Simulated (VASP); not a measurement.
Computed with PBE GGA, VASP's PBE PAW potentials (set 64) (plane waves; VASP).

VASP input:

**KPOINTS**
```
Automatic
0
Gamma
  6 6 3
```

### INCAR
```
SYSTEM = CdS
PREC = Accurate
ENCUT = 400
EDIFF = 1E-6
NELM = 100
ALGO = Normal
LREAL = .FALSE.
LASPH = .TRUE.
ISMEAR = 0
SIGMA = 0.05
GGA = PE
LMAXMIX = 4
LWAVE = .FALSE.
LCHARG = .FALSE.
IBRION = 2
ISIF = 3
NSW = 60
EDIFFG = -0.02
```

POSCAR:
```
CdS
1.0
  2.0980360424  -3.6339048429   0.0000000000
  2.0980360424   3.6339048429   0.0000000000
  0.0000000000   0.0000000000   6.8148994377
Cd S
2 2
direct
  0.6666670000   0.3333330000   0.5000029639
  0.3333330000   0.6666670000   0.0000029639
  0.6666670000   0.3333330000   0.8769970361
  0.3333330000   0.6666670000   0.3769970361
```

POTCAR, in this order: Cd S (PBE.64 set). Program: vasp_std.

The resulting files:

OSZICAR:
```
       N       E                     dE             d eps       ncg     rms          rms(c)
DAV:   1     0.215670933248E+03    0.21567E+03   -0.15472E+04   616   0.122E+03
DAV:   2    -0.758558513149E+00   -0.21643E+03   -0.21126E+03   682   0.329E+02
DAV:   3    -0.132538636329E+02   -0.12495E+02   -0.12451E+02   742   0.789E+01
DAV:   4    -0.133929789106E+02   -0.13912E+00   -0.13905E+00   700   0.826E+00
DAV:   5    -0.133953509586E+02   -0.23720E-02   -0.23720E-02   754   0.105E+00    0.108E+01
DAV:   6    -0.123112869399E+02    0.10841E+01   -0.26225E+00   788   0.163E+01    0.857E+00
DAV:   7    -0.122942666405E+02    0.17020E-01   -0.80213E-01   712   0.519E+00    0.398E+00
DAV:   8    -0.122917124080E+02    0.25542E-02   -0.11276E-01   720   0.355E+00    0.514E-01
DAV:   9    -0.122896324656E+02    0.20799E-02   -0.22217E-02   788   0.188E+00    0.155E-01
DAV:  10    -0.122898502153E+02   -0.21775E-03   -0.16652E-03   740   0.420E-01    0.114E-01
DAV:  11    -0.122899509608E+02   -0.10075E-03   -0.19964E-04   744   0.105E-01    0.110E-01
DAV:  12    -0.122900063467E+02   -0.55386E-04   -0.19339E-04   688   0.747E-02    0.270E-02
DAV:  13    -0.122900062789E+02    0.67803E-07   -0.15189E-05   766   0.296E-02    0.689E-03
DAV:  14    -0.122900072098E+02   -0.93083E-06   -0.18783E-06   552   0.102E-02
   1 F= -.12290007E+02 E0= -.12290007E+02  d E =-.122900E+02
```

File OUTCAR:
```
------------------------ aborting loop because EDIFF is reached ----------------------------------------
  FORCE on cell =-STRESS in cart. coord.  units (eV):
  Direction    XX          YY          ZZ          XY          YZ          ZX
  --------------------------------------------------------------------------------------
  Total       -0.0092005     -0.0092005      0.0472037      0.0000000      0.0000000      0.0000000
  in kB       -0.1418552     -0.1418552      0.7277973      0.0000000      0.0000000      0.0000000
  external PRESSURE =       0.1480289 kB  Pullay stress =       0.0000000 kB
  volume of cell :      103.91
      direct lattice vectors                 reciprocal lattice vectors
     2.098036042 -3.633904843  0.000000000     0.238318117 -0.137593036  0.000000000
     2.098036042  3.633904843  0.000000000     0.238318117  0.137593036  0.000000000
     0.000000000  0.000000000  6.814899438     0.000000000  0.000000000  0.146737308
  FREE ENERGIE OF THE ION-ELECTRON SYSTEM (eV)
  ---------------------------------------------------
  free  energy   TOTEN  =       -12.2900072098 eV

  energy  without entropy=      -12.2900072098  energy(sigma->0) =      -12.29000721

 reached required accuracy - stopping structural energy minimisation
```
(Selected blocks of OUTCAR.)

The compound is CdS in the wurtzite structure. It was relaxed first. The start is the result of an earlier pass.
